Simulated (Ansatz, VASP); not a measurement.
# TaAs in two plane-wave programs

Aim: how closely do two programs agree when they are given the same cell, functional and k mesh?

Main program and level: Ansatz 0.2.0; plane waves, with VASP 6.6.1 beside it; single point at PBEsol.

### Step 1. Starting point

It takes space group I4_1md (No. 109, tetragonal). Conventional cell: a = 3.444 Å, b = 3.444 Å, c = 11.736 Å, α = 90.00°, β = 90.00°, γ = 90.00°. Nearest to Ta lie 6 As at 2.61 to 2.62 Å. As has 6 Ta at 2.61 to 2.62 Å nearest. Farther neighbours are not listed.

As a file:

```cif
data_structure
_symmetry_space_group_name_H-M 'P 1'
_symmetry_Int_Tables_number 1
_cell_length_a 3.4436
_cell_length_b 3.4436
_cell_length_c 6.3531
_cell_angle_alpha 105.725
_cell_angle_beta 74.275
_cell_angle_gamma 90.000
_cell_volume 69.59
loop_
_atom_site_label
_atom_site_type_symbol
_atom_site_fract_x
_atom_site_fract_y
_atom_site_fract_z
_atom_site_occupancy
Ta1 Ta 0.49997 0.50003 0.00007 1
Ta2 Ta 0.24997 0.25003 0.50007 1
As3 As 0.08263 0.91737 0.83474 1
As4 As 0.83263 0.66737 0.33474 1
```

### Step 2. VASP: single point, PBEsol

A single point gives forces, pressure and levels at one fixed geometry, so differences don't come from the geometry; what else differs is listed under the comparison.

Lines of VASP's logs that name or quote its potential files are left out, and so is its time.

Contents of INCAR:

```
SYSTEM = TaAs
PREC = Accurate
ENCUT = 400
EDIFF = 1E-05
NELM = 100
ISMEAR = 0
SIGMA = 0.05
LREAL = .FALSE.
ALGO = Normal
GGA = PS
NBANDS = 22
LASPH = .TRUE.
LORBIT = 11
LWAVE = .FALSE.
LCHARG = .FALSE.
KPAR = 8
```

Contents of POSCAR:

```
TaAs
1.0
    0.0000000000     -3.4436267244      0.0000000000
   -3.4436267244      0.0000000000      0.0000000000
    1.7218133622     -1.7218133622     -5.8679415361
Ta As
2 2
Direct
    0.4999673000      0.5000327000      0.0000654000
    0.2499673000      0.2500327000      0.5000654000
    0.0826321200      0.9173678800      0.8347357600
    0.8326321200      0.6673678800      0.3347357600
```

Contents of KPOINTS:

```
Automatic mesh
0
Gamma
6 6 6
0 0 0
```

Potentials, in the order of the species: Ta_pv and As (PBE family, release 64).

The run is started by

```sh
$ mpirun -np 8 vasp_std
```

Numbers of over 12 decimals in the logs are rounded to 6 here.

Output:

```text
[banner, memory and clock lines left out]
running    8 mpi-ranks, on    1 nodes
 distrk:  each k-point on    1 cores,    8 groups
 distr:  one band on    1 cores,    1 groups

 POSCAR found type information on POSCAR TaAs
 POSCAR found :  2 types and       4 ions
|                                                                             |
|           W    W    AA    RRRRR   N    N  II  N    N   GGGG   !!!           |
|           W    W   A  A   R    R  NN   N  II  NN   N  G    G  !!!           |
|           W    W  A    A  R    R  N N  N  II  N N  N  G       !!!           |
|           W WW W  AAAAAA  RRRRR   N  N N  II  N  N N  G  GGG   !            |
|           WW  WW  A    A  R   R   N   NN  II  N   NN  G    G                |
|           W    W  A    A  R    R  N    N  II  N    N   GGGG   !!!           |
|                                                                             |
|     For optimal performance we recommend to set                             |
|       NCORE = 2 up to number-of-cores-per-socket                            |
|     NCORE specifies how many cores store one orbital (NPAR=cpu/NCORE).      |
|     This setting can greatly improve the performance of VASP for DFT.       |
|     The default, NCORE=1 might be grossly inefficient on modern             |
|     multi-core architectures or massively parallel machines. Do your        |
|     Unfortunately you need to use the default for GW and RPA                |
|     calculations (for HF NCORE is supported but not extensively tested      |
|     yet).                                                                   |
|                                                                             |

|                                                                             |
|               ----> ADVICE to this user running VASP <----                  |
|                                                                             |
|     You enforced a specific xc type in the INCAR file but a different       |
|     [... a line on the potential file left out ...]
|     I HOPE YOU KNOW WHAT YOU ARE DOING!                                     |
|                                                                             |

 LDA part: xc-table for (Slater+PW92), standard interpolation
 POSCAR, INCAR and KPOINTS ok, starting setup
 FFT: planning ... GRIDC
 FFT: planning ... GRID_SOFT
 FFT: planning ... GRID
 WAVECAR not read
 entering main loop
       N       E                     dE             d eps       ncg     rms          rms(c)
DAV:   1     0.205952533064E+03    0.20595E+03   -0.14443E+04  1320   0.115E+03
DAV:   2    -0.307547398194E+02   -0.23671E+03   -0.22779E+03  1520   0.332E+02
DAV:   3    -0.394295989724E+02   -0.86749E+01   -0.84829E+01  1698   0.580E+01
DAV:   4    -0.395664808003E+02   -0.13688E+00   -0.13609E+00  1594   0.699E+00
DAV:   5    -0.395698302975E+02   -0.33495E-02   -0.33473E-02  1680   0.823E-01    0.215E+01
DAV:   6    -0.378230386427E+02    0.17468E+01   -0.52876E+00  1640   0.139E+01    0.911E+00
DAV:   7    -0.377097219168E+02    0.11332E+00   -0.50643E-01  1838   0.447E+00    0.258E+00
DAV:   8    -0.376901906984E+02    0.19531E-01   -0.44838E-02  1622   0.982E-01    0.251E-01
DAV:   9    -0.376898950637E+02    0.29563E-03   -0.33824E-03  1666   0.307E-01    0.106E-01
DAV:  10    -0.376898570000E+02    0.38064E-04   -0.30546E-04  1602   0.145E-01    0.178E-02
DAV:  11    -0.376898547319E+02    0.22681E-05   -0.31793E-05  1514   0.278E-02
   1 F= -.37689855E+02 E0= -.37689520E+02  d E =-.670069E-03
```

From OUTCAR (step 2):

```text
ion  position               nearest neighbor table
   1  0.500  0.500  0.000-   4 2.61   4 2.61   3 2.62   3 2.62   3 2.62   3 2.62   2 3.40   2 3.40
                             2 3.40   2 3.40
   2  0.250  0.250  0.500-   3 2.61   3 2.61   4 2.62   4 2.62   4 2.62   4 2.62   1 3.40   1 3.40
                             1 3.40   1 3.40
   3  0.083  0.917  0.835-   2 2.61   2 2.61   1 2.62   1 2.62   1 2.62   1 2.62
   4  0.833  0.667  0.335-   1 2.61   1 2.61   2 2.62   2 2.62   2 2.62   2 2.62

  LATTYP: Found a body centered tetragonal cell.
 ALAT       =     3.4436267244
 C/A-ratio  =     3.4080009279

 Subroutine GETGRP returns: Found  8 space group operations
 (whereof  4 operations were pure point group operations)

The static configuration has the point symmetry C_2v.
 The point group associated with its full space group is C_4v.

 Found     30 irreducible k-points:

   k-points           NKPTS =     30   k-points in BZ     NKDIM =     30   number of bands    NBANDS=     22

   dimension x,y,z NGX =    24 NGY =   24 NGZ =   42
   dimension x,y,z NGXF=    48 NGYF=   48 NGZF=   84

   ENCUT  =  400.0 eV  29.40 Ry    5.42 a.u.   5.62  5.62 10.36*2*pi/ulx,y,z

   NELECT =      32.0000    total number of electrons

 k-points in reciprocal lattice and weights: Automatic mesh
   0.00000000  0.00000000  0.00000000       0.005
   0.16666667  0.00000000 -0.00000000       0.037
   0.33333333  0.00000000  0.00000000       0.037
   0.50000000  0.00000000 -0.00000000       0.019
   0.16666667  0.16666667  0.00000000       0.019
   0.33333333  0.16666667 -0.00000000       0.074
   0.50000000  0.16666667  0.00000000       0.074
  -0.33333333  0.16666667  0.00000000       0.074
  -0.16666667  0.16666667  0.00000000       0.037
[...]
-0.16666667  0.16666667  0.33333333       0.019
   0.00000000  0.00000000  0.50000000       0.005

 average (electrostatic) potential at core
       1 -36.1155       2 -36.1155       3 -47.6600       4 -47.6600

 E-fermi :   6.7904

 k-point     1 :       0.0000    0.0000    0.0000
  band No.  band energies     occupation
    ...
     12       4.3574      2.00000
     13       4.4562      2.00000
     14       4.8555      2.00000
     15       5.1962      2.00000
     16       5.1962      2.00000
     17       7.7280      0.00000
     18       8.3867      0.00000
     19       9.1299      0.00000
     20       9.9233      0.00000
     21       9.9233      0.00000
    ...

 k-point     2 :       0.1667    0.0000   -0.0000
  band No.  band energies     occupation
    ...
     12       4.1111      2.00000
     13       4.6554      2.00000
     14       4.8956      2.00000
     15       5.0384      2.00000
     16       5.6840      2.00000
     17       7.3605      0.00000
     18       7.9845      0.00000
     19       8.6777      0.00000
     20       9.3279      0.00000
     21       9.8220      0.00000
    ...

 k-point     3 :       0.3333    0.0000    0.0000
  band No.  band energies     occupation
    ...
     12       3.6486      2.00000
     13       4.5903      2.00000
     14       4.8234      2.00000
     15       5.1036      2.00000
     16       6.4064      2.00000
     17       7.0067      0.00000
     18       8.0878      0.00000
     19       8.3420      0.00000
     20       9.0449      0.00000
     21       9.5452      0.00000
    ...

  Total       -1.3730168     -1.3730168     -1.4037280      0.0000000      0.0000000      0.0000000
  in kB      -31.6132046    -31.6132046    -32.3203192      0.0000000      0.0000000      0.0000000
  external PRESSURE =     -31.8489094 kB  Pullay stress =       0.0000000 kB

  energy-cutoff  :      400.00
  volume of cell :       69.59
      direct lattice vectors                 reciprocal lattice vectors
     0.000000000 -3.443626724  0.000000000     0.000000000 -0.290391520  0.085208756
    -3.443626724  0.000000000  0.000000000    -0.290391520  0.000000000 -0.085208756
     1.721813362 -1.721813362 -5.867941536     0.000000000  0.000000000 -0.170417512

 POSITION                                       TOTAL-FORCE (eV/Angst)
 -----------------------------------------------------------------------------------
     -1.72181     -1.72181     -0.00038         0.000000      0.000000      0.039950
      0.00000     -1.72181     -2.93435        -0.000000     -0.000000      0.039950
     -1.72181     -1.72181     -4.89818         0.000000     -0.000000     -0.039950
     -1.72181     -3.44363     -1.96421         0.000000     -0.000000     -0.039950
 -----------------------------------------------------------------------------------
    total drift:                               -0.000001      0.000001     -0.000323

  FREE ENERGIE OF THE ION-ELECTRON SYSTEM (eV)
  ---------------------------------------------------
  free  energy   TOTEN  =       -37.6898547319 eV

  energy  without entropy=      -37.6891846632  energy(sigma->0) =      -37.68951970

 total charge
# of ion       s       p       d       tot
------------------------------------------
    1        0.277   6.161   2.394   8.832
    2        0.277   6.161   2.394   8.832
    3        1.190   1.673   0.082   2.945
    4        1.190   1.673   0.082   2.945
--------------------------------------------------
tot          2.934  15.668   4.953  23.555

[... 3 further parts left out ...]
```

The run ends at a pressure of -3.18 GPa, with forces up to 0.040 eV/Å.

### Step 3. Ansatz: single point, PBEsol

Ansatz runs on its default PAW (the set named soft_2) files.

The same cell, functional, mesh and smearing now go to Ansatz, which takes its cutoff from its data sets.

Contents of input.yaml:

```yaml
crystal:
  lattice:
    - [0.0, -3.4436267244, 0.0]
    - [-3.4436267244, 0.0, 0.0]
    - [1.7218133622, -1.7218133622, -5.8679415361]
  atoms:
    - { symbol: Ta, position: [0.4999673, 0.5000327, 6.54e-05] }
    - { symbol: Ta, position: [0.2499673, 0.2500327, 0.5000654] }
    - { symbol: As, position: [0.08263212, 0.91736788, 0.83473576] }
    - { symbol: As, position: [0.83263212, 0.66736788, 0.33473576] }
hamiltonian:
  xc: pbesol
  pseudopotentials: { kind: paw }
kpoints:
  mp_grid: { grid: [6, 6, 6] }
scf:
  occupations: { method: gaussian, width: 0.05 }
  n_extra_bands: 5
output:
  forces: true
  stress: true
  eigenvalues: true
```

The run is started by

```sh
$ ansatz run input.yaml --threads 2 --pin off --max-ram 4608MiB --backend cpu --events-out ev --progress --plain --runs-dir out
```

Output:

```text
scf.n_extra_bands = 5 over 28 filled bands (N_el = 56.0): the run solves 33 bands
Engine: ansatz 0.2.0, aarch64-unknown-linux-gnu
Pseudopotentials: kind: paw
Pseudopotential: Ta, paw, valence charge 13, recommended cutoff 420 eV (normal), Ta.paw.azcp
Pseudopotential: As, paw, valence charge 15, recommended cutoff 420 eV (normal), As.paw.azcp
Functional definition: PBEsol
  exchange = pbesol_x
  correlation = pbesol_c
Crystal: 4 atoms, lattice volume = 69.585 Å³
Basis set: ecut = 420 eV, 1371 PW (Γ), exchange–correlation on 48×48×90 points (8 copies of the dense FFT grid, shifted against one another)
Bands: 33, of which v1, the nominal top of the filled ones, is band 28 counted from 1 (27 counted from 0)
Symmetry: 8 space group operations
Space group: I41md (ITA 109), of the structure as read, at distance tolerance 4.1e-5 Å
k-points: 30 of 216 (time reversal used)
Non-local potential: Ta, projectors of the file, l = 0: 3, l = 1: 2, l = 2: 2, l = 3: 1
Non-local potential: As, projectors of the file, l = 0: 2, l = 1: 2, l = 2: 3, l = 3: 1
PAW form: soft (Blöchl's): semilocal exchange-correlation on the pseudo side does not see the compensation charge
PAW frozen core: Ta, regenerated for the run's functional, and the local potential with it (the file was generated under x = pbe(κ = 0.804, μ = 0.219515), c = pbe(β = 0.066725))
PAW frozen core: As, regenerated for the run's functional, and the local potential with it (the file was generated under x = pbe(κ = 0.804, μ = 0.219515), c = pbe(β = 0.066725))
PAW one-centre angular grid: Ta, 590 points (default); XC on 64 Gauss nodes
PAW one-centre angular grid: As, 590 points (default); XC on 64 Gauss nodes
Initial density: superposition of atomic densities (neutral atoms: chi_scale 0, normalization atom), corrected by the library's trained network
Initial wavefunctions: pseudopotential atomic-orbital guess
Functional: x = pbesol(κ = 0.804, μ = 0.123457), c = pbesol(β = 0.046)
SCF iter   1: F=—  HF=-29241.462953 eV  |F-HF|=—  |Δ(HF+E_count)|=         —  Δρ=7.60e-3  dr2=3.01e-2  ethr=1.77e-3  ⟨swp⟩=6.0  Hψ=3920  notcnv=0
preconditioner: auto → Resta (q_TF=auto, 2.631 Å⁻¹)  ε∞=8.5  [insulator: Δε(μ)=0.110 eV  Ē_g=7.258 eV  σ=0.050 eV  W_gap=0.88  n_scr=24 (ndim 8)  ℏωp=19.9 eV  f_vac=0.000  D(μ)=0.50/eV (n_scr^D=2)  ε∞_Penn≈8.5]
SCF iter   2: F=—  HF=-29241.458286 eV  |F-HF|=—  |Δ(HF+E_count)|=   4.67e-3  Δρ=4.20e-3  dr2=8.31e-3  ethr=5.38e-5  ⟨swp⟩=1.2  Hψ=1245  notcnv=0
SCF iter   3: F=—  HF=-29241.457227 eV  |F-HF|=—  |Δ(HF+E_count)|=   1.06e-3  Δρ=5.13e-4  dr2=1.35e-4  ethr=1.48e-5  ⟨swp⟩=2.0  Hψ=1220  notcnv=0
SCF iter   4: F=—  HF=-29241.457211 eV  |F-HF|=—  |Δ(HF+E_count)|=   1.55e-5  Δρ=6.47e-5  dr2=2.71e-6  ethr=2.41e-7  ⟨swp⟩=2.0  Hψ=1238  notcnv=0
SCF iter   5: F=—  HF=-29241.457209 eV  |F-HF|=—  |Δ(HF+E_count)|=   2.44e-6  Δρ=1.17e-5  dr2=8.49e-8  ethr=4.84e-9  ⟨swp⟩=2.1  Hψ=1341  notcnv=0
SCF iter   6: F=-29241.457209 eV  HF=-29241.457209 eV  |F-HF|=9.09e-8  |Δ(HF+E_count)|=   8.89e-9  Δρ=4.48e-6  dr2=1.62e-8  ethr=1.52e-10  ⟨swp⟩=6.3  Hψ=4148  notcnv=0
SCF 1 converged in 6 iterations: F = -29241.457209 eV  dr2 = 1.62e-8
  greatest PAW one-centre occupation: 1.000 electrons in one spin orbital (limit 2), on the Ta atom at site 1 (counted from 0), in its partial waves of l = 0
SCF converged after 6 iterations
Free energy (F): -29241.457209 eV
Harris-Foulkes:  -29241.457209 eV  (|F-HF|=9.09e-8)
Internal energy: -29241.456537 eV  (E = F + TS)
E sigma→0 (E₀):  -29241.456873 eV
Entropy (-TS):   -0.000671 eV (-0.168 meV/atom)
Fermi energy:    16.866172 eV
--- Per-component energies (eV) ---
  E_band       = -560.172719
  E_kinetic    = 943.254803
  E_local      = -4057.742080  (includes V_loc(G=0)·N_el)
  E_nonlocal   = -1301.107895
  E_hartree    = 2098.781484
  E_xc         = -594.066042
  E_vxc        = -569.884571  (∫ρ·V_xc dr)
  E_paw        = -20133.430721  (= ΣΔE_a)
  E_vpaw       = 227.737974  (= ΣTr[D̂ρ^β])
  E_aug_tail   = 0.000270  (compensation charges beyond the density's cutoff)
  E_ewald      = -6199.506507
  E_core_change = 2.360150  (= ΣΔE_core)
  E_smearing   = -0.000671  (= −TS)
  E_closure    = -0.000000  (closes the sum)
  Σ components = -29241.457209   (vs F -29241.457209, Δ=0.00e0)
--- Forces (eV/Å), atoms counted from 1 ---
  atom   1  Ta    -0.00000000     0.00000000     0.03781670
  atom   2  Ta     0.00000000     0.00000000     0.03781670
  atom   3  As    -0.00000000     0.00000000    -0.03781288
  atom   4  As     0.00000000    -0.00000000    -0.03781288
  max |Σ_I F_I| component: 7.64e-6 eV/Å
--- Stress (GPa, compression-positive) ---
       -3.707694       0.000000      -0.000000
        0.000000      -3.707694       0.000000
       -0.000000      -0.000000      -3.668933
  P = ⅓ Tr σ = -3.6948 GPa (-36.948 kbar)
--- Band table (eV; the first three rows and the last of 30) ---
  k-point 0: bands = [... 24 lower, 14.5329, 14.9306, 15.2614, 15.2614, 17.8049, 18.4644, 19.2027, 19.9862, ... 1 higher]
  k-point 1: bands = [... 24 lower, 14.3996, 14.8117, 15.4731, 15.4731, 17.8448, 18.4153, 19.5251, 19.5823, ... 1 higher]
  k-point 2: bands = [... 24 lower, 14.1638, 14.3737, 15.8198, 15.8198, 17.9567, 18.2852, 19.3539, 19.3539, ... 1 higher]
  k-point 29: bands = [... 24 lower, 13.6813, 13.6813, 15.7701, 15.7701, 19.7035, 19.7035, 19.9515, 19.9515, ... 1 higher]
```

The job ended after 6.4 s (2 threads of Arm Neoverse N1, shared host; peak memory 0.33 GiB).

The run ends at a pressure of -3.69 GPa, with forces up to 0.038 eV/Å.

### Step 4. Differences

Known differences besides the potentials themselves: the data sets hold 56 valence electrons in Ansatz (default PAW (the set named soft_2) files) and 32 in VASP; the cutoff is 420 eV in Ansatz and 400 eV in VASP; Ansatz makes its cores anew for this functional, VASP keeps those of its PBE data sets. Total energies have different zeros and are not compared.

The two programs side by side:

| quantity | Ansatz | VASP | difference |
| --- | --- | --- | --- |
| pressure (GPa) | -3.69 | -3.18 | -0.51 |
| gap on the k mesh (eV) | 0.107 | 0.107 | 0.000 |

Forces (eV/Å; atoms numbered as in POSCAR):

| atom | Ansatz x, y, z | VASP x, y, z |
| --- | --- | --- |
| Ta1 | 0.000, 0.000, 0.038 | 0.000, 0.000, 0.040 |
| Ta2 | 0.000, 0.000, 0.038 | 0.000, 0.000, 0.040 |
| As3 | 0.000, 0.000, -0.038 | 0.000, 0.000, -0.040 |
| As4 | 0.000, 0.000, -0.038 | 0.000, 0.000, -0.040 |

The forces differ by 1.2 meV/Å r.m.s., which is 5.3 % of the r.m.s. force of 0.02 eV/Å (both taken over all components). A gap on the mesh is an upper bound, since the band edges may lie between its points; neither run holds spin-orbit coupling, which can move the band edges of a compound of Ta.

### Step 5. Outcome

* difference in gap on the k mesh (single point, PBEsol): -1.1e-4 eV
* difference in pressure (single point, PBEsol): -0.51 GPa

The difference in pressure is -0.51 GPa (single point, PBEsol), within the 1 GPa picked in this series as the mark of a large difference. 1 further run of this series is not shown here. How closely two codes agree says nothing of how well the functional describes the real material.

[Lines on the potential files, build, host, timing and source positions are cut from VASP's logs without a mark.]

[Logs are printed without paths, hosts, clocks, repeated set-up lines and the standing remarks that a program may print on its own settings, such as how far it seeks lower states.]

[Hosts, paths, dates, database ids (printed as entryN), source tags and the programs' standing remarks are cut or masked in the printed files.]
